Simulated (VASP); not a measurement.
Method: PBE GGA with D3 dispersion (zero damping), VASP's PBE PAW potentials (set 64) (plane waves; VASP 6.6.1).

A VASP calculation is set up with these files.

INCAR:
```
SYSTEM = W
PREC = Accurate
ENCUT = 520
EDIFF = 1E-6
NELM = 100
ALGO = Normal
LREAL = .FALSE.
LASPH = .TRUE.
ISMEAR = 1
SIGMA = 0.1
GGA = PE
IVDW = 11
LMAXMIX = 6
LWAVE = .FALSE.
LCHARG = .FALSE.
IBRION = 2
ISIF = 3
NSW = 60
EDIFFG = -0.01
```

### KPOINTS
```
Automatic mesh
0
Gamma
15 15 15
0 0 0
```

File POSCAR:
```
W
1.0
 -1.5800000000   1.5800000000   1.5800000000
  1.5800000000  -1.5800000000   1.5800000000
  1.5800000000   1.5800000000  -1.5800000000
W
1
Cartesian
  0.0000000000   0.0000000000   0.0000000000
```

POTCAR, in this order: W_sv (PBE.64 set). Program: vasp_std.

What VASP printed:

File OUTCAR:
```
 ion  position               nearest neighbor table
   1  0.000  0.000  0.000-
  LATTYP: Found a body centered cubic cell.
 ALAT       =     3.1600000000
 Subroutine PRICEL returns:
 Original cell was already a primitive cell.
 Subroutine GETGRP returns: Found 48 space group operations
The static configuration has the point symmetry O_h .
The dynamic configuration has the point symmetry O_h .
 Subroutine INISYM returns: Found 48 space group operations
 Subroutine IBZKPT returns following result:
 Found    120 irreducible k-points:

 Following reciprocal coordinates:
            Coordinates               Weight
  0.000000  0.000000  0.000000      1.000000
  0.066667  0.000000  0.000000     12.000000
  0.133333  0.000000  0.000000     12.000000
  0.200000  0.000000  0.000000     12.000000
  0.266667  0.000000  0.000000     12.000000
  0.333333  0.000000  0.000000     12.000000
  0.400000  0.000000  0.000000     12.000000
  0.466667  0.000000  0.000000     12.000000
  0.066667  0.066667  0.000000     24.000000
  0.133333  0.066667 -0.000000     48.000000
  0.200000  0.066667  0.000000     48.000000
  0.266667  0.066667  0.000000     48.000000
  0.333333  0.066667  0.000000     48.000000
  0.400000  0.066667  0.000000     48.000000
  0.466667  0.066667  0.000000     24.000000
  0.133333  0.133333  0.000000     24.000000
  0.200000  0.133333  0.000000     48.000000
  0.266667  0.133333 -0.000000     48.000000
  0.333333  0.133333  0.000000     48.000000
  0.400000  0.133333  0.000000     48.000000
  0.200000  0.200000  0.000000     24.000000
  0.266667  0.200000 -0.000000     48.000000
  0.333333  0.200000  0.000000     48.000000
  0.400000  0.200000  0.000000     24.000000
  0.266667  0.266667  0.000000     24.000000
  0.333333  0.266667 -0.000000     48.000000
  0.333333  0.333333  0.000000      8.000000
  0.066667  0.066667  0.066667      8.000000
  0.133333  0.066667  0.066667     24.000000
  0.200000  0.066667  0.066667     24.000000
  0.266667  0.066667  0.066667     24.000000
  0.333333  0.066667  0.066667     24.000000
  0.400000  0.066667  0.066667     24.000000
 -0.066667  0.066667  0.066667      6.000000
  0.133333  0.133333  0.066667     24.000000
  0.200000  0.133333  0.066667     48.000000
  0.266667  0.133333  0.066667     48.000000
  0.333333  0.133333  0.066667     48.000000
  0.400000  0.133333  0.066667     24.000000
 -0.133333  0.133333  0.066667     24.000000
   k-points           NKPTS =    120   k-points in BZ     NKDIM =    120   number of bands    NBANDS=     11
   number of dos      NEDOS =    301   number of ions     NIONS =      1
   total plane-waves  NPLWV =   8000
   dimension x,y,z NGX =    20 NGY =   20 NGZ =   20
   dimension x,y,z NGXF=    40 NGYF=   40 NGZF=   40
   ions per type =               1
   PREC   = accura    normal or accurate (medium, high low for compatibility)
   ISTART =      0    job   : 0-new  1-cont  2-samecut
   ICHARG =      2    charge: 1-file 2-atom 10-const
   ISPIN  =      1    spin polarized calculation?
   LNONCOLLINEAR =      F non collinear calculations
   LSORBIT =      F    spin-orbit coupling
   INIWAV =      1    electr: 0-lowe 1-rand  2-diag
   ENCUT  =  520.0 eV  38.22 Ry    6.18 a.u.   5.09  5.09  5.09*2*pi/ulx,y,z
   NELM   =    100;   NELMIN=  2; NELMDL= -5     # of ELM steps
   EDIFF  = 0.1E-05   stopping-criterion for ELM
   LREAL  =      F    real-space projection
   NLSPLINE    = F    spline interpolate recip. space projectors
   LMAXMIX     =    6 max onsite mixed and CHGCAR
   VOSKOWN=      0    Vosko Wilk Nusair interpolation
...
```

OSZICAR:
```
       N       E                     dE             d eps       ncg     rms          rms(c)
DAV:   1     0.766855474965E+02    0.76686E+02   -0.78539E+03  2648   0.145E+03
DAV:   2    -0.119574480168E+02   -0.88643E+02   -0.85404E+02  2832   0.330E+02
DAV:   3    -0.135486193096E+02   -0.15912E+01   -0.15675E+01  3004   0.437E+01
DAV:   4    -0.135580141533E+02   -0.93948E-02   -0.93964E-02  2843   0.348E+00
DAV:   5    -0.135580806102E+02   -0.66457E-04   -0.66457E-04  2994   0.313E-01    0.211E+01
DAV:   6    -0.130770910282E+02    0.48099E+00   -0.56055E-01  2817   0.101E+01    0.851E+00
DAV:   7    -0.129487144383E+02    0.12838E+00   -0.30059E-01  2909   0.691E+00    0.614E-01
DAV:   8    -0.129441445140E+02    0.45699E-02   -0.35468E-03  2733   0.866E-01    0.130E-01
DAV:   9    -0.129441767699E+02   -0.32256E-04   -0.45383E-05  2967   0.903E-02    0.657E-02
DAV:  10    -0.129441715564E+02    0.52135E-05   -0.10466E-05  2874   0.493E-02    0.128E-02
DAV:  11    -0.129441721624E+02   -0.60598E-06   -0.13718E-07  1522   0.467E-03
   1 F= -.13567271E+02 E0= -.13567428E+02  d E =-.135673E+02
       N       E                     dE             d eps       ncg     rms          rms(c)
DAV:   1    -0.129482204829E+02   -0.40489E-02   -0.36570E-02  2724   0.305E+00    0.515E-01
DAV:   2    -0.129469034032E+02    0.13171E-02   -0.19444E-03  2706   0.604E-01    0.120E-01
DAV:   3    -0.129466698680E+02    0.23354E-03   -0.64369E-04  2774   0.337E-01    0.910E-02
DAV:   4    -0.129466683654E+02    0.15026E-05   -0.15904E-05  2749   0.535E-02    0.121E-02
DAV:   5    -0.129466683182E+02    0.47140E-07   -0.10722E-06  1706   0.139E-02
   2 F= -.13567160E+02 E0= -.13567316E+02  d E =0.111436E-03
       N       E                     dE             d eps       ncg     rms          rms(c)
DAV:   1    -0.129456890830E+02    0.97928E-03   -0.23245E-02  2721   0.242E+00    0.414E-01
DAV:   2    -0.129448506811E+02    0.83840E-03   -0.12252E-03  2700   0.481E-01    0.959E-02
DAV:   3    -0.129447027669E+02    0.14791E-03   -0.41295E-04  2757   0.270E-01    0.738E-02
DAV:   4    -0.129447078853E+02   -0.51184E-05   -0.98628E-06  2718   0.422E-02    0.960E-03
DAV:   5    -0.129447075120E+02    0.37329E-06   -0.81306E-07  1554   0.121E-02
   3 F= -.13567279E+02 E0= -.13567436E+02  d E =-.829481E-05
```

OUTCAR:
```
------------------------ aborting loop because EDIFF is reached ----------------------------------------
 Edisp (eV)   -0.62257
  FORCE on cell =-STRESS in cart. coord.  units (eV):
  Direction    XX          YY          ZZ          XY          YZ          ZX
  --------------------------------------------------------------------------------------
  Total       0.00037     0.00037     0.00037    -0.00000     0.00000     0.00000
  in kB       0.03794     0.03794     0.03794    -0.00000     0.00000     0.00000
  external pressure =        0.04 kB  Pullay stress =        0.00 kB
  volume of cell :       15.79
      direct lattice vectors                 reciprocal lattice vectors
    -1.580365024  1.580365024  1.580365024     0.000000000  0.316382603  0.316382603
     1.580365024 -1.580365024  1.580365024     0.316382603  0.000000000  0.316382603
     1.580365024  1.580365024 -1.580365024     0.316382603  0.316382603  0.000000000
 POSITION                                       TOTAL-FORCE (eV/Angst)
 -----------------------------------------------------------------------------------
     -0.00000      0.00000      0.00000        -0.000000      0.000000     -0.000000
 -----------------------------------------------------------------------------------
    total drift:                                0.000000     -0.000000      0.000000
  FREE ENERGIE OF THE ION-ELECTRON SYSTEM (eV)
  ---------------------------------------------------
  free  energy   TOTEN  =       -13.5672794903 eV

  energy  without entropy=      -13.5677484989  energy(sigma->0) =      -13.56743583

 reached required accuracy - stopping structural energy minimisation
```
(Selected blocks of OUTCAR.)

**CONTCAR**
```
W
   1.00000000000000
    -1.5803650243699550    1.5803650243699550    1.5803650243699550
     1.5803650243699550   -1.5803650243699550    1.5803650243699550
     1.5803650243699550    1.5803650243699550   -1.5803650243699550
  W
     1
Direct
     0.0000000000000000    0.0000000000000000    0.0000000000000000
```

The compound is W in the bcc structure. This run relaxes it. Symmetry was kept, so distortions that lower it aren't found.
